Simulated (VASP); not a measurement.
These are PBE GGA, VASP's PBE PAW potentials (set 64) (plane waves; VASP) values and carry that method's errors.

A VASP calculation is set up with these files.

File POSCAR:
```
Mg
10.420
  0.1540307102  -0.2667890595   0.0000000000
  0.1540307102   0.2667890595   0.0000000000
  0.0000000000   0.0000000000   0.5000000000
Mg
2
Cartesian
  0.1540307102   0.0889298644   0.1250000000
  0.1540307102  -0.0889298644   0.3750000000
```

**INCAR**
```
SYSTEM = Mg
PREC = Accurate; ENCUT = 400; LREAL = .FALSE.
LASPH = .TRUE.
EDIFF = 1E-6; NELM = 100; ALGO = Normal
IMIX = 4; AMIX = 1.0; BMIX = 0.0001
ISMEAR = 1; SIGMA = 0.1
GGA = PE
ISIF = 2
LWAVE = .FALSE.; LCHARG = .FALSE.
```

File KPOINTS:
```
Automatic mesh
0
Gamma
12 12 7
0 0 0
```

POTCAR, in this order: Mg (PBE.64 set). Program: vasp_std.

Output of the run:

OSZICAR:
```
       N       E                     dE             d eps       ncg     rms          rms(c)
DAV:   1    -0.741068640682E+00   -0.74107E+00   -0.10934E+03   912   0.381E+02
DAV:   2    -0.301015879747E+01   -0.22691E+01   -0.21911E+01  1278   0.250E+01
DAV:   3    -0.302404568989E+01   -0.13887E-01   -0.13194E-01  1290   0.261E+00
DAV:   4    -0.302408653832E+01   -0.40848E-04   -0.40845E-04  1320   0.109E-01
DAV:   5    -0.302408676503E+01   -0.22671E-06   -0.22632E-06  1260   0.550E-03    0.967E-01
DAV:   6    -0.301094188889E+01    0.13145E-01   -0.65010E-03  1050   0.781E-01    0.163E-01
DAV:   7    -0.301075891076E+01    0.18298E-03   -0.57117E-05  1314   0.502E-02    0.803E-02
DAV:   8    -0.301068986626E+01    0.69044E-04   -0.37874E-06  1278   0.136E-02    0.108E-02
DAV:   9    -0.301068494477E+01    0.49215E-05   -0.19515E-07   774   0.276E-03    0.178E-04
DAV:  10    -0.301068482226E+01    0.12251E-06   -0.44197E-09   684   0.539E-04
   1 F= -.30106848E+01 E0= -.30104222E+01  d E =-.787982E-03
```

OUTCAR:
```
------------------------ aborting loop because EDIFF is reached ----------------------------------------
  FORCE on cell =-STRESS in cart. coord.  units (eV):
  Direction    XX          YY          ZZ          XY          YZ          ZX
  --------------------------------------------------------------------------------------
  Total       -0.0817431     -0.0817431     -0.3773188      0.0000000      0.0000000      0.0000000
  in kB       -2.8169765     -2.8169774    -13.0029086      0.0000000      0.0000000      0.0000000
  external PRESSURE =      -6.2122875 kB  Pullay stress =       0.0000000 kB
  volume of cell :       46.49
      direct lattice vectors                 reciprocal lattice vectors
     1.605000000 -2.779942000  0.000000000     0.311526480 -0.179859868  0.000000000
     1.605000000  2.779942000  0.000000000     0.311526480  0.179859868  0.000000000
     0.000000000  0.000000000  5.210000000     0.000000000  0.000000000  0.191938580
 POSITION                                       TOTAL-FORCE (eV/Angst)
 -----------------------------------------------------------------------------------
      1.60500      0.92665      1.30250         0.000000      0.000000      0.000000
      1.60500     -0.92665      3.90750        -0.000000     -0.000000      0.000000
 -----------------------------------------------------------------------------------
    total drift:                                0.000001     -0.000006      0.000001
  FREE ENERGIE OF THE ION-ELECTRON SYSTEM (eV)
  ---------------------------------------------------
  free  energy   TOTEN  =        -3.0106848223 eV

  energy  without entropy=       -3.0098968398  energy(sigma->0) =       -3.01042216
```
(Selected blocks of OUTCAR.)

The compound is Mg in the hcp structure. The cell was not relaxed at this level. The run is one of a series of settings (AMIX = 1.0, BMIX = 0.0001, IMIX = 4 against the base run), some of them coarse on purpose.
